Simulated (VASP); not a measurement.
An input for Ansatz (written as the equivalent of a VASP run, and not itself run):

Ansatz 0.2 input:
```yaml
crystal:
  lattice:
    - [0.0000000, 2.3500000, 2.3500000]
    - [2.3500000, 0.0000000, 2.3500000]
    - [2.3500000, 2.3500000, 0.0000000]
  atoms:
    - { symbol: Zr, position: [0.0000000, 0.0000000, 0.0000000] }
    - { symbol: C, position: [0.5000000, 0.5000000, 0.5000000] }
kpoints:
  mp_grid: { grid: [12, 12, 12] }
hamiltonian:
  xc: pbe
  pseudopotentials: { kind: paw }
scf:
  occupations: { method: methfessel_paxton, width: 0.1 }
  max_iter: 100
relax:
  max_steps: 60
  f_tol: 0.01
  cell: {}
output: { forces: true, stress: true, eigenvalues: true }
```

Write the VASP files for the same calculation (PBE).

Several could match; the one computed here: 
INCAR:
```
# general
SYSTEM  = ZrC
PREC    = Accurate
ENCUT   = 520
LREAL   = F
LASPH   = T

# electronic loop
EDIFF   = 1E-6
NELM    = 100
ALGO    = Normal
LMAXMIX = 4

# smearing
ISMEAR  = 1
SIGMA   = 0.1

# functional
GGA     = PE

# ions
IBRION  = 2
NSW     = 60
ISIF    = 3
EDIFFG  = -0.01

# output
LWAVE   = F
LCHARG  = F
```

### POSCAR
```
ZrC
1
    0.0000000000     2.3500000000     2.3500000000
    2.3500000000     0.0000000000     2.3500000000
    2.3500000000     2.3500000000     0.0000000000
Zr C
1 1
Direct
  0.0000000000   0.0000000000   0.0000000000
  0.5000000000   0.5000000000   0.5000000000
```

**KPOINTS**
```
K-points
0
G
  12 12 12
0 0 0
```

POTCAR, in this order: Zr_sv C (PBE.64 set). Program: vasp_std.

What does not carry over: each code has its own PAW files, so the cut-off isn't converted (ENCUT is set for VASP's; basis.ecutwfc is left out, and Ansatz then takes the one that its files recommend); Ansatz stops its SCF on the density residual and VASP on the energy change (EDIFF).

The compound is ZrC in the rock salt structure. This run relaxes it. Symmetry was kept, so distortions that lower it aren't found.
